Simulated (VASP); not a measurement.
Output of a VASP run:

**OSZICAR**
```
       N       E                     dE             d eps       ncg     rms          rms(c)
DAV:   1     0.871317011365E+02    0.87132E+02   -0.89958E+03   910   0.165E+03
DAV:   2    -0.144764149249E+01   -0.88579E+02   -0.84669E+02   955   0.279E+02
DAV:   3    -0.665980358497E+01   -0.52122E+01   -0.51901E+01  1140   0.691E+01
DAV:   4    -0.670414052703E+01   -0.44337E-01   -0.44328E-01   950   0.679E+00
DAV:   5    -0.670436314316E+01   -0.22262E-03   -0.22261E-03  1115   0.475E-01    0.751E+00
DAV:   6    -0.638782503821E+01    0.31654E+00   -0.92692E-01  1105   0.386E+01    0.544E+00
DAV:   7    -0.636244046470E+01    0.25385E-01   -0.29651E-01   965   0.635E+00    0.230E+00
DAV:   8    -0.635898375320E+01    0.34567E-02   -0.55721E-03  1349   0.113E+00    0.561E-01
DAV:   9    -0.635847426683E+01    0.50949E-03   -0.12209E-03  1068   0.573E-01    0.650E-02
DAV:  10    -0.635848828100E+01   -0.14014E-04   -0.33078E-04  1302   0.260E-01    0.303E-02
DAV:  11    -0.635848544699E+01    0.28340E-05   -0.30449E-05  1112   0.714E-02    0.605E-03
DAV:  12    -0.635848533835E+01    0.10865E-06   -0.60272E-06  1055   0.277E-02
   1 F= -.17548594E+01 E0= -.17548594E+01  d E =-.175486E+01
```

**OUTCAR**
```
------------------------ aborting loop because EDIFF is reached ----------------------------------------
  FORCE on cell =-STRESS in cart. coord.  units (eV):
  Direction    XX          YY          ZZ          XY          YZ          ZX
  --------------------------------------------------------------------------------------
  Total        4.5855344      4.5855344      4.5855344      0.0000000     -0.0000000      0.0000000
  in kB      199.2140321    199.2140321    199.2140321      0.0000000     -0.0000000      0.0000000
  external PRESSURE =      -0.7859679 kB  Pullay stress =     200.0000000 kB
  volume of cell :       36.88
      direct lattice vectors                 reciprocal lattice vectors
     0.000000000  2.641903023  2.641903023    -0.189257515  0.189257515  0.189257515
     2.641903023  0.000000000  2.641903023     0.189257515 -0.189257515  0.189257515
     2.641903023  2.641903023  0.000000000     0.189257515  0.189257515 -0.189257515
  FREE ENERGIE OF THE ION-ELECTRON SYSTEM (eV)
  ---------------------------------------------------
  free  energy   TOTEN  =        -6.3584853383 eV

  energy  without entropy=       -6.3584853383  energy(sigma->0) =       -6.35848534
  enthalpy is  TOTEN    =        -1.7548594406 eV   P V=        4.6036258977

 reached required accuracy - stopping structural energy minimisation
```
(Selected blocks of OUTCAR.)

**POSCAR**
```
ZnSe
1
   -0.0000000000     2.6419030233     2.6419030233
    2.6419030233     0.0000000000     2.6419030233
    2.6419030233     2.6419030233     0.0000000000
Zn Se
1 1
Direct
  0.0000000000   1.0000000000   1.0000000000
  0.2500000000   0.2500000000   0.2500000000
```

### Question
Reconstruct the remaining input files.

### Answer
This is not unique; one that fits is the input of the run itself, PBEsol GGA, plane waves, VASP's PBE PAW potentials (set 64).

### INCAR
```
! general
SYSTEM   =  ZnSe
PREC     =  Accurate
ENCUT    =  500
LREAL    =  .False.
LASPH    =  .True.

! electronic loop
EDIFF    =  1E-6
NELM     =  100
ALGO     =  Normal
LMAXMIX  =  4

! smearing
ISMEAR   =  0
SIGMA    =  0.05

! functional
GGA      =  PS

! ions
IBRION   =  2
NSW      =  40
ISIF     =  3
EDIFFG   =  -0.02
PSTRESS  =  200

! output
LWAVE    =  .False.
LCHARG   =  .False.
```

**KPOINTS**
```
kpoints
0
Gamma
  9 9 9
0 0 0
```

POTCAR, in this order: Zn Se (PBE.64 set). Program: vasp_std.

The structure was generated: ZnSe was put into the zinc blende type (F-43m), which need not be its known phase. It was relaxed first under an external pressure of 20 GPa.
